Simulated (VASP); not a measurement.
A convergence study with VASP on Ba (bcc): one setting is varied, all else stays as given below, so the limit is that of these other settings. The cell's lengths are 1 % over those of the tabulated start, so it is off equilibrium.

```
CELL_PARAMETERS angstrom
     -2.53510     2.53510     2.53510
      2.53510    -2.53510     2.53510
      2.53510     2.53510    -2.53510
ATOMIC_POSITIONS crystal
  Ba 0.00000 0.00000 0.00000
```

All values below come from PBE GGA, VASP's PBE PAW potentials (set 64) (plane waves; VASP 6.6.1). The tightest run used: 1000 eV cut-off, 11×11×11 Γ-centred mesh, first-order Methfessel-Paxton smearing of 0.10 eV, potentials Ba_sv.

The reference is ENCUT = 1000, which took about 50 core-seconds. The timings are rough (shared machines, no repeats); factors under 2 mean little.

Task: Of the settings ENCUT = 150; ENCUT = 200; ENCUT = 250; ENCUT = 300; ENCUT = 350; ENCUT = 400; ENCUT = 450; ENCUT = 500; ENCUT = 550; ENCUT = 600; ENCUT = 650; ENCUT = 700; ENCUT = 750; ENCUT = 800; ENCUT = 850; ENCUT = 1000, which is the lowest that keeps the difference from the reference in the stress, largest component (GPa) within 0.1 from there on, and what does it cost?

Result: ENCUT = 200; its cost over the reference is about 1/10.
```json
[
 {"setting": "ENCUT = 150", "difference in the stress, largest component (GPa)": "0.91", "cost over the reference": "about 1/10"},
 {"setting": "ENCUT = 200", "difference in the stress, largest component (GPa)": "0.07", "cost over the reference": "about 1/10"},
 {"setting": "ENCUT = 250", "difference in the stress, largest component (GPa)": "0.07", "cost over the reference": "about 1/8"},
 {"setting": "ENCUT = 300", "difference in the stress, largest component (GPa)": "0.01", "cost over the reference": "about 1/5"},
 {"setting": "ENCUT = 350", "difference in the stress, largest component (GPa)": "0.00", "cost over the reference": "about 1/5"},
 {"setting": "ENCUT = 400", "difference in the stress, largest component (GPa)": "0.01", "cost over the reference": "about 1/4"},
 {"setting": "ENCUT = 450", "difference in the stress, largest component (GPa)": "0.00", "cost over the reference": "about 1/4"},
 {"setting": "ENCUT = 500", "difference in the stress, largest component (GPa)": "0.00", "cost over the reference": "about 1/4"},
 {"setting": "ENCUT = 550", "difference in the stress, largest component (GPa)": "0.00", "cost over the reference": "about 1/3"},
 {"setting": "ENCUT = 600", "difference in the stress, largest component (GPa)": "0.00", "cost over the reference": "about 1/3"},
 {"setting": "ENCUT = 650", "difference in the stress, largest component (GPa)": "0.00", "cost over the reference": "within a factor of 2"},
 {"setting": "ENCUT = 700", "difference in the stress, largest component (GPa)": "0.00", "cost over the reference": "within a factor of 2"},
 {"setting": "ENCUT = 750", "difference in the stress, largest component (GPa)": "0.00", "cost over the reference": "within a factor of 2"},
 {"setting": "ENCUT = 800", "difference in the stress, largest component (GPa)": "0.00", "cost over the reference": "within a factor of 2"},
 {"setting": "ENCUT = 850", "difference in the stress, largest component (GPa)": "0.00", "cost over the reference": "within a factor of 2"},
 {"setting": "ENCUT = 1000", "difference in the stress, largest component (GPa)": "0.00", "cost over the reference": "reference"}
]
```

Left out are rungs that failed or repeat a setting and relaxations that didn't move; long series are thinned to 24 rows.

The compound is Ba in the bcc structure. The cell was not relaxed at this level.
